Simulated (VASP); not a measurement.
Computed with LDA (Ceperley-Alder, Perdew-Zunger), VASP's LDA PAW potentials (set 64) (plane waves; VASP).

VASP ran on this input.

File KPOINTS:
```
Automatic mesh
0
Gamma
14 14 7
0 0 0
```

File POSCAR:
```
Cd
1
    1.4587211103    -2.5265794375     0.0000000000
    1.4587211103     2.5265794375     0.0000000000
   -0.0000000000     0.0000000000     5.0995638453
Cd
2
Direct
  0.3333330000   0.6666670000   0.2500000000
  0.6666670000   0.3333330000   0.7500000000
```

### INCAR
```
! general
SYSTEM  = Cd
PREC    = Accurate
ENCUT   = 500
LREAL   = .FALSE.
LASPH   = .TRUE.

! electronic loop
EDIFF   = 1E-6
NELM    = 100
ALGO    = Normal
LMAXMIX = 4

! smearing
ISMEAR  = 1
SIGMA   = 0.1

! ions
IBRION  = 2
NSW     = 40
ISIF    = 3
EDIFFG  = -0.02
PSTRESS = 50

! output
LWAVE   = .FALSE.
LCHARG  = .FALSE.
```

POTCAR, in this order: Cd (LDA.64 set). Program: vasp_std.

### Question
What will the output report for the number of irreducible k-points (NKPTS), largest plane-wave count, number of space-group operations, FFT grid (NGX, NGY, NGZ)?

### Answer

```yaml
number of irreducible k-points (NKPTS): 96
largest_plane_wave_count: 978
number_of_space_group_operations: 24
FFT grid (NGX, NGY, NGZ): 24 × 24 × 40
```

The compound is Cd in the hcp structure. It was relaxed first under an external pressure of 5 GPa.
